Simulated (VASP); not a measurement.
An input for Quantum ESPRESSO's pw.x (written as the equivalent of a VASP run, and not itself run):

```
&CONTROL
  calculation = 'scf'
  pseudo_dir = './pseudo'
  outdir = './out'
  tprnfor = .true.
  tstress = .true.
/
&SYSTEM
  ibrav = 0
  nat = 6
  ntyp = 2
  ecutwfc = 84
  occupations = 'smearing'
  smearing = 'methfessel-paxton'
  degauss = 0.00735
  input_dft = 'vdw-df-obk8'
/
&ELECTRONS
  conv_thr = 7.3e-09
  electron_maxstep = 100
/
ATOMIC_SPECIES
  Ag 107.868 Ag.upf
  O 15.999 O.upf
CELL_PARAMETERS angstrom
     4.7319725    0.0000000    0.0000000
     0.0000000    4.7319725    0.0000000
     0.0000000    0.0000000    4.7319725
ATOMIC_POSITIONS crystal
  Ag   0.7500000  0.2500000  0.7500000
  Ag   0.2500000  0.7500000  0.7500000
  Ag   0.7500000  0.7500000  0.2500000
  Ag   0.2500000  0.2500000  0.2500000
  O    0.0000000  0.0000000  0.0000000
  O    0.5000000  0.5000000  0.5000000
K_POINTS automatic
  7 7 7 0 0 0
```

**Question.** Write the VASP files for the same calculation (optB88-vdW).

**Answer.** One answer among several that fit: 
File POSCAR:
```
Ag2O
1.0
  4.7319724772   0.0000000000   0.0000000000
  0.0000000000   4.7319724772   0.0000000000
  0.0000000000   0.0000000000   4.7319724772
Ag O
4 2
Cartesian
  3.5489793579   1.1829931193   3.5489793579
  1.1829931193   3.5489793579   3.5489793579
  3.5489793579   3.5489793579   1.1829931193
  1.1829931193   1.1829931193   1.1829931193
  0.0000000000   0.0000000000   0.0000000000
  2.3659862386   2.3659862386   2.3659862386
```

### INCAR
```
PREC=Accurate
ENCUT=520
LWAVE=.FALSE.
ISMEAR=1
NELM=100
ALGO=Normal
LASPH=.TRUE.   ! aspherical one-centre terms
PARAM1=0.1833333333
EDIFF=1E-7
SIGMA=0.1   ! width (eV)
SYSTEM=Ag2O
LUSE_VDW=.TRUE.
LMAXMIX=4   ! l cut-off of mixed one-centre charges
LCHARG=.FALSE.
ISIF=2   ! forces and stress, cell fixed
PARAM2=0.22
GGA=BO
LREAL=.FALSE.   ! projection in real space or not
AGGAC=0.0
```

KPOINTS:
```
kpoints
0
gamma
 7 7 7
0 0 0
```

POTCAR, in this order: Ag O (PBE.64 set). Program: vasp_std.

What does not carry over: the potentials are each code's own (VASP's PAW set, PseudoDojo norm-conserving files in pw.x), so ENCUT and ecutwfc are chosen apart and not converted; conv_thr bounds pw.x's estimated SCF error, while EDIFF bounds the energy change between steps.

The compound is Ag2O in the cuprite structure. This cell is one point of a volume scan, at 0.97 of the reference volume.
